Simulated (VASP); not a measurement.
# Ga2Ge2O3 (P6/mmm) in VASP: notebook

The runs below take Ga2Ge2O3 through relaxation of cell and atoms, with PBE.

Program: VASP 6.6.1. These are calculated values, not measurements. Logs are shortened: lines on timing, memory, paths and dates and some standing lists are left out, and cuts for length are marked.

**1. The structure**

It takes space group P6/mmm (No. 191, hexagonal). The conventional cell has a = 5.061 Å, b = 5.061 Å, c = 5.250 Å, α = 90.00°, β = 90.00°, γ = 120.00°. Ga (site symmetry 6mm) has 1 O at 1.59 Å as nearest neighbours. Around Ge (site symmetry -6m2) lie 2 O at 2.62 Å and 3 Ge at 2.92 Å. O (site symmetry -6m2) is surrounded by 2 Ge at 2.62 Å and 6 O at 2.92 Å. O (site symmetry 6/mmm) is surrounded by 2 Ga at 1.59 Å.

The cell was built by a generator and needn't be a form met in nature.

**2. Relaxation of cell and atoms, PBE**

File INCAR:

```
ALGO     = Fast           # electronic algorithm
EDIFF    = 1E-4           # SCF threshold, eV
EDIFFG   = -0.08          # ionic threshold
ENCUT    = 520            # plane-wave cutoff, eV
GGA      = PE             # functional
IBRION   = 2              # ionic algorithm
ISIF     = 3              # what is computed and relaxed
ISMEAR   = 0              # smearing method
LASPH    = T              # aspherical terms in the spheres
LCHARG   = F              # write CHGCAR
LREAL    = F              # projectors in reciprocal space
LWAVE    = F              # write WAVECAR
NELM     = 60             # most SCF steps
NSW      = 24             # ionic steps
PREC     = Normal         # precision mode
SIGMA    = 0.15           # smearing width, eV
```

File KPOINTS:

```
k-points
0
Gamma
  3 3 3
```

File POSCAR:

```
Ga2Ge2O3
1.0
    5.0610978400      0.0000000000      0.0000000000
   -2.5305489200      4.3830393000      0.0000000000
    0.0000000000      0.0000000000      5.2496186800
Ga Ge O
2 2 3
Direct
    0.0000000000      0.0000000000      0.8031146300
    0.0000000000      0.0000000000      0.1968853700
    0.3333333300      0.6666666700      0.0000000000
    0.6666666700      0.3333333300      0.0000000000
    0.3333333300      0.6666666700      0.5000000000
    0.6666666700      0.3333333300      0.5000000000
    0.0000000000      0.0000000000      0.5000000000
```

Potentials or basis: VASP PAW PBE potentials, release 64 (Ga_d, Ge_d, O).

The run is started by

```sh
> cat potpaw_PBE.64/Ga_d/POTCAR potpaw_PBE.64/Ge_d/POTCAR potpaw_PBE.64/O/POTCAR > POTCAR
> mpirun -np 4 vasp_std > vasp.out
```

OUTCAR:

```text
EDIFF = 1E-4
   EDIFFG = -0.08
   ENCUT = 520
   GGA = PE
   IBRION = 2
   ISIF = 3
   ISMEAR = 0
   LASPH = T
   LREAL = F
   NELM = 60
   NSW = 24
   PREC = Normal

 ion  position               nearest neighbor table
   1  0.000  0.000  0.803-   7 1.59   2 2.07
   2  0.000  0.000  0.197-   7 1.59   1 2.07
   3  0.333  0.667  0.000-
   4  0.667  0.333  0.000-
   5  0.333  0.667  0.500-
   6  0.667  0.333  0.500-
   7  0.000  0.000  0.500-   1 1.59   2 1.59

  LATTYP: Found a hexagonal cell.
 ALAT       =     5.0610978400
 C/A-ratio  =     1.0372490013

  Lattice vectors:

 A1 = (   5.0610978400,   0.0000000000,   0.0000000000)
 A2 = (  -2.5305489200,   4.3830393000,   0.0000000000)
 A3 = (   0.0000000000,   0.0000000000,   5.2496186800)

Analysis of symmetry for initial positions (statically):
=====================================================================
 Subroutine PRICEL returns:
 Original cell was already a primitive cell.

 Routine SETGRP: Setting up the symmetry group for a
 hexagonal supercell.

 Subroutine GETGRP returns: Found 24 space group operations
 (whereof 24 operations were pure point group operations)
 out of a pool of 24 trial point group operations.

The static configuration has the point symmetry D_6h.

Analysis of symmetry for dynamics (positions and initial velocities):
=====================================================================
 Subroutine PRICEL returns:
 Original cell was already a primitive cell.

 Routine SETGRP: Setting up the symmetry group for a
 hexagonal supercell.

 Subroutine GETGRP returns: Found 24 space group operations
 (whereof 24 operations were pure point group operations)
 out of a pool of 24 trial point group operations.

The dynamic configuration has the point symmetry D_6h.

 Subroutine INISYM returns: Found 24 space group operations
 (whereof 24 operations are pure point group operations),
 and found     1 'primitive' translations

----------------------------------------------------------------------------------------

                                     Primitive cell

  volume of cell :     116.4522

  direct lattice vectors                    reciprocal lattice vectors
     5.061097840  0.000000000  0.000000000     0.197585589  0.114076093  0.000000000
    -2.530548920  4.383039300  0.000000000     0.000000000  0.228152187  0.000000000
     0.000000000  0.000000000  5.249618680     0.000000000  0.000000000  0.190490026

  length of vectors
     5.061097840  5.061097840  5.249618680     0.228152187  0.228152187  0.190490026

  position of ions in fractional coordinates (direct lattice)
     0.000000000  0.000000000  0.803114630
[... 79 lines left out ...]
   PSTRESS=    0.0 pullay stress
   NELECT =      72.0000    total number of electrons
   NUPDOWN=      -1.0000    fix difference up-down
   EMIN   =  10.00;   EMAX   =-10.00  energy-range for DOS
   EFERMI =   0.00;   METHOD = LEGACY
   ISMEAR =     0;   SIGMA  =   0.15  broadening in eV -4-tet -1-fermi 0-gaus
   EFERMI_NEDOS =   21; number of points for ismear=-14 and -15
   IALGO  =     68    algorithm
   IMIX   =      4    mixing-type and parameters
     AMIX     =   0.40;   BMIX     =  1.00
     AMIX_MAG =   1.60;   BMIX_MAG =  1.00
  volume/ion in A,a.u.               =      16.64       112.27
  Fermi-wavevector in a.u.,A,eV,Ry     =   1.394664  2.635534 26.464539  1.945089
  Thomas-Fermi vector in A             =   2.518191
   LORBIT       =      0    0 simple, 1 ext, 2 COOP (PROOUT), +10 PAW based schemes
   GGA     = PE    functional components
   LHFCALC =     F    Hartree Fock is set to
   AEXX    =    0.0000 exact exchange contribution
   IVDW    =     0    specifies the selected vdW correction
   LEPSILON=     F    determine dielectric tensor
   LRPA    =     F    only Hartree local field effects (RPA)
 conjugate gradient relaxation of ions
 non-spin polarized calculation
 RMM-DIIS sequential band-by-band and
 Gauss-broadening in eV      SIGMA  =   0.15
  energy-cutoff  :      520.00
  volume of cell :      116.45
 maximum number of plane-waves:      3146
   NGX = 19   NGY = 19   NGZ = 19

--------------------------------------- Ionic step        1  -------------------------------------------

 number of electron      72.0000195 magnetization

 Free energy of the ion-electron system (eV)
  ---------------------------------------------------
  ext. energy  EPLUGINS =         0.00000000
  ---------------------------------------------------
  free energy    TOTEN  =       -25.49427690 eV

  energy without entropy =      -25.35016773  energy(sigma->0) =      -25.42222231

------------------------ aborting loop because EDIFF is reached ----------------------------------------

  FORCE on cell =-STRESS in cart. coord.  units (eV):
  Direction    XX          YY          ZZ          XY          YZ          ZX
  --------------------------------------------------------------------------------------
  -------------------------------------------------------------------------------------
  Total        1.3581786      1.3581786      7.8795170      0.0000000      0.0000000      0.0000000
  in kB       18.6861401     18.6861401    108.4082470      0.0000000      0.0000000      0.0000000
  external PRESSURE =      48.5935091 kB  Pullay stress =       0.0000000 kB
[... 110 lines left out ...]
--------------------------------------- Ionic step        4  -------------------------------------------

 number of electron      71.9999947 magnetization

 E-fermi :   2.6899     XC(G=0):  -9.9343

 val. band max:        2.6868511414   @ k =   0.3333   0.3333   0.0000
 cond. band min:       2.6943413917   @ k =   0.3333   0.3333   0.3333
 fundamental gap:      0.0074902503
 Fermi energy:         2.6898849645

 k-point     1 :       0.0000    0.0000    0.0000
  band No.  band energies     occupation
      1     -22.2014      2.00000
      2     -22.1878      2.00000
      3     -22.1877      2.00000
      4     -22.1719      2.00000
      5     -22.1718      2.00000
      6     -22.1665      2.00000
[... 311 lines left out ...]
--------------------------------------- Ionic step        5  -------------------------------------------

 number of electron      72.0000152 magnetization

 Free energy of the ion-electron system (eV)
  ---------------------------------------------------
  ext. energy  EPLUGINS =         0.00000000
  ---------------------------------------------------
  free energy    TOTEN  =       -25.61888224 eV

  energy without entropy =      -25.47342709  energy(sigma->0) =      -25.54615466

 E-fermi :   2.8043     XC(G=0): -10.0184

 val. band max:        2.8004434352   @ k =   0.3333   0.0000   0.3333
 cond. band min:       2.8179406752   @ k =   0.3333   0.3333   0.0000
 fundamental gap:      0.0174972400
 Fermi energy:         2.8042602640

 k-point     1 :       0.0000    0.0000    0.0000
  band No.  band energies     occupation
      1     -22.0510      2.00000
      2     -22.0374      2.00000
      3     -22.0374      2.00000
      4     -22.0247      2.00000
      5     -22.0247      2.00000
      6     -22.0151      2.00000
[... 305 lines left out ...]
  FREE ENERGIE OF THE ION-ELECTRON SYSTEM (eV)
  ---------------------------------------------------
  free  energy   TOTEN  =       -25.6188822358 eV

  energy  without entropy=      -25.4734270912  energy(sigma->0) =      -25.54615466

 reached required accuracy - stopping structural energy minimisation
```

Run time: 20 s. Hardware: 4 MPI ranks of Intel Xeon Platinum 8488C (Sapphire Rapids), shared host; peak memory 0.12 GiB.

What came out:

```
Free energy                            : -25.6189 eV
Relaxed volume                         : 17.39 Å³/atom
Relaxed cell                           : a = 5.096 Å, b = 5.096 Å, c = 5.414 Å, α = 90.00°, β = 90.00°, γ = 120.00°
Space group after relaxing (to 0.05 Å) : P6/mmm (No. 191)
Energy gained by relaxing              : 17.8 meV/atom
Ionic steps                            : 5
Pressure after relaxing                : -0.1 GPa
Largest force after relaxing           : 0.007 eV/Å
Band gap on the k mesh                 : none (metal or under the smearing width)
```

Forces in eV/Å, atoms in the order of the input:
```
Ga   0.000  0.000  0.007
Ga   0.000  0.000 -0.007
Ge   0.000  0.000  0.000
Ge   0.000  0.000  0.000
O    0.000  0.000  0.000
O    0.000  0.000  0.000
O    0.000  0.000  0.000
```

Stress tensor (GPa, compression positive):
```
 0.00  0.00  0.00
 0.00  0.00  0.00
 0.00  0.00 -0.41
```

Step by step:
| step | energy change (eV) | largest force (eV/Å) | pressure (GPa) | volume (Å³) |
| --- | --- | --- | --- | --- |
| 1 | 0.0000 | 0.2183 | 4.86 | 116.45 |
| 2 | 0.0025 | 2.1730 | -2.93 | 125.09 |
| 3 | -0.1058 | 1.1046 | 0.88 | 120.56 |
| 4 | -0.0645 | 1.8490 | -0.58 | 124.00 |
| 5 | -0.1246 | 0.0072 | -0.14 | 121.74 |

Final structure:
```
CELL_PARAMETERS angstrom
5.09581 0.00000 0.00000
-2.54791 4.41310 0.00000
0.00000 0.00000 5.41355
ATOMIC_POSITIONS crystal
Ga 0.00000 0.00000 0.80113
Ga 0.00000 0.00000 0.19887
Ge 0.33333 0.66667 0.00000
Ge 0.66667 0.33333 0.00000
O 0.33333 0.66667 0.50000
O 0.66667 0.33333 0.50000
O 0.00000 0.00000 0.50000
```

Levels at points of the mesh, in eV from the Fermi level:
| k point | band 32 | band 33 | band 34 | band 35 | band 36 | band 37 | band 38 | band 39 | band 40 | band 41 |
| --- | --- | --- | --- | --- | --- | --- | --- | --- | --- | --- |
| (0.00, 0.00, 0.00) | -2.21 | -1.72 | -0.62 | -0.62 | -0.49 | -0.49 | 0.17 | 0.17 | 1.75 | 4.32 |

Caveat: the k mesh is coarse (spacing up to 0.48 Å⁻¹), so the values aren't converged; the relaxation stopped at a loose force limit of 0.08 eV/Å, so its end isn't a converged minimum.

**3. Relaxation of cell and atoms, PBE**

This run uses another cell than the first one, of 16.73 Å³/atom, 1.005 times its volume.

Changes to INCAR since step 2:

```diff
@@ -8,2 +8,3 @@
 ISMEAR   = 0              # smearing method
+KPAR     = 4            
 LASPH    = T              # aspherical terms in the spheres
```

File KPOINTS:

```
k-points
0
Gamma
  4 4 4
```

File POSCAR:

```
Ga2Ge2O3
1.0
   -2.6441130600      2.6441130600      4.1864777500
    2.6441130600     -2.6441130600      4.1864777500
    2.6441130600      2.6441130600     -4.1864777500
Ga Ge O
2 2 3
Direct
    0.1830222800      0.1830222800      0.0000000000
    0.8169777200      0.8169777200      0.0000000000
    0.7500000000      0.2500000000      0.5000000000
    0.2500000000      0.7500000000      0.5000000000
    0.5000000000      0.0000000000      0.5000000000
    0.0000000000      0.5000000000      0.5000000000
    0.5000000000      0.5000000000      0.0000000000
```

Potentials or basis: VASP PAW PBE potentials, release 64 (Ga_d, Ge_d, O).

The run is started by

```sh
> cat potpaw_PBE.64/Ga_d/POTCAR potpaw_PBE.64/Ge_d/POTCAR potpaw_PBE.64/O/POTCAR > POTCAR
> mpirun -np 4 vasp_std > vasp.out
```

OUTCAR:

```text
EDIFF = 1E-4
   EDIFFG = -0.08
   ENCUT = 520
   GGA = PE
   IBRION = 2
   ISIF = 3
   ISMEAR = 0
   LASPH = T
   LREAL = F
   NELM = 60
   NSW = 24
   PREC = Normal

 ion  position               nearest neighbor table
   1  0.183  0.183  0.000-   3 2.70   4 2.70   3 2.70   4 2.70
   2  0.817  0.817  0.000-   3 2.70   4 2.70   3 2.70   4 2.70
   3  0.750  0.250  0.500-   5 2.09   6 2.09   2 2.70   1 2.70   2 2.70   1 2.70
   4  0.250  0.750  0.500-   5 2.09   6 2.09   2 2.70   1 2.70   2 2.70   1 2.70
   5  0.500  0.000  0.500-   3 2.09   4 2.09
   6  0.000  0.500  0.500-   3 2.09   4 2.09
   7  0.500  0.500  0.000-

  LATTYP: Found a body centered tetragonal cell.
 ALAT       =     5.2882261200
 C/A-ratio  =     1.5833202496

  Lattice vectors:

 A1 = (  -2.6441130600,   2.6441130600,   4.1864777500)
 A2 = (   2.6441130600,  -2.6441130600,   4.1864777500)
[... 180 lines left out ...]

 val. band max:        3.0376030460   @ k =   0.5000   0.5000   0.2500
 cond. band min:       3.1857698612   @ k =  -0.2500   0.2500   0.2500
 fundamental gap:      0.1481668152
 Fermi energy:         3.0377987420
[... 1320 lines left out ...]
     42      10.2140      0.00000
     43      13.1114      0.00000

[... ionic steps 4 to 11 ...]

--------------------------------------- Ionic step       12  -------------------------------------------

 number of electron      71.9999922 magnetization

------------------------ aborting loop because EDIFF is reached ----------------------------------------
[... 77 lines left out ...]
--------------------------------------- Ionic step       14  -------------------------------------------

 number of electron      71.9999908 magnetization

 Free energy of the ion-electron system (eV)
  ---------------------------------------------------
  ext. energy  EPLUGINS =         0.00000000
  ---------------------------------------------------
  free energy    TOTEN  =       -32.50358821 eV

  energy without entropy =      -32.47542734  energy(sigma->0) =      -32.48950778

 E-fermi :   2.3863     XC(G=0):  -9.4709

 val. band max:        2.3563830271   @ k =   0.5000   0.5000   0.2500
 cond. band min:       2.4077214181   @ k =   0.5000   0.0000   0.0000
 fundamental gap:      0.0513383910
 Fermi energy:         2.3863071128
[... 630 lines left out ...]
  FREE ENERGIE OF THE ION-ELECTRON SYSTEM (eV)
  ---------------------------------------------------
  free  energy   TOTEN  =       -32.5035882113 eV

  energy  without entropy=      -32.4754273403  energy(sigma->0) =      -32.48950778

 reached required accuracy - stopping structural energy minimisation
```

OSZICAR:

```text
N       E                     dE             d eps       ncg     rms          rms(c)
DAV:   1     0.825251790082E+03    0.82525E+03   -0.34757E+04  1361   0.372E+03
DAV:   2     0.149782522689E+03   -0.67547E+03   -0.65462E+03  1142   0.925E+02
DAV:   3    -0.193796787486E+02   -0.16916E+03   -0.16376E+03  1357   0.254E+02
[... 147 lines left out ...]
DAV:   1    -0.325088455534E+02   -0.57051E-02   -0.10292E-01  1230   0.237E+00    0.438E-01
RMM:   2    -0.325046491311E+02    0.41964E-02   -0.10894E-02  1385   0.742E-01    0.202E-01
RMM:   3    -0.325039245597E+02    0.72457E-03   -0.18440E-03  1454   0.297E-01    0.115E-01
RMM:   4    -0.325036385391E+02    0.28602E-03   -0.60383E-04  1117   0.146E-01    0.484E-02
RMM:   5    -0.325035882113E+02    0.50328E-04   -0.19144E-04   780   0.924E-02
  14 F= -.32503588E+02 E0= -.32489508E+02  d E =-.381784E-02
```

It took 99 s on 4 MPI ranks of Intel Xeon Platinum 8488C (Sapphire Rapids), shared host; peak memory 0.22 GiB.

Results:

- Free energy: -32.5036 eV
- Relaxed volume: 18.58 Å³/atom
- Relaxed cell: a = 5.599 Å, b = 5.599 Å, c = 5.599 Å, α = 116.34°, β = 116.34°, γ = 96.46°
- Space group after relaxing (to 0.05 Å): I4/mmm (No. 139)
- Energy gained by relaxing: 605.7 meV/atom
- Ionic steps: 14
- Pressure after relaxing: -0.4 GPa
- Largest force after relaxing: 0.031 eV/Å
- Band gap on the k mesh: none (metal or under the smearing width)

Forces on the atoms (eV/Å):
```
Ga   0.000  0.000 -0.031
Ga   0.000  0.000  0.031
Ge   0.000  0.000  0.000
Ge   0.000  0.000  0.000
O    0.000  0.000  0.000
O    0.000  0.000  0.000
O    0.000  0.000  0.000
```

Step by step:
```csv
step,energy change (eV),largest force (eV/Å),pressure (GPa),volume (Å³)
1,0.0000,0.6967,-7.50,117.08
2,-1.4481,1.6456,3.13,103.85
3,-1.5251,1.8875,7.87,101.19
4,-2.2480,2.3134,13.20,105.06
5,-2.2471,2.3005,13.08,105.10
6,-2.8135,1.9696,10.45,111.28
7,-3.4750,0.0378,7.20,128.30
8,-3.9990,1.1640,-2.11,137.21
9,-3.9996,1.1872,-2.67,137.44
10,-4.0802,0.9681,-2.28,136.10
11,-4.2239,0.1597,-0.62,132.08
12,-4.2361,0.2405,-0.30,130.50
13,-4.2395,0.0860,-0.19,129.88
14,-4.2399,0.0314,-0.40,130.05
```

Final structure:
```yaml
crystal:
  lattice:
    - [-2.95260, 2.95260, 3.72945]
    - [2.95260, -2.95260, 3.72945]
    - [2.95260, 2.95260, -3.72945]
  atoms:
    - { symbol: Ga, position: [0.26173, 0.26173, 0.00000] }
    - { symbol: Ga, position: [0.73827, 0.73827, 0.00000] }
    - { symbol: Ge, position: [0.75000, 0.25000, 0.50000] }
    - { symbol: Ge, position: [0.25000, 0.75000, 0.50000] }
    - { symbol: O, position: [0.50000, 0.00000, 0.50000] }
    - { symbol: O, position: [0.00000, 0.50000, 0.50000] }
    - { symbol: O, position: [0.50000, 0.50000, 0.00000] }
```

Caveat: the k mesh is coarse (spacing up to 0.42 Å⁻¹), so the values aren't converged; the relaxation stopped at a loose force limit of 0.08 eV/Å, so its end isn't a converged minimum.
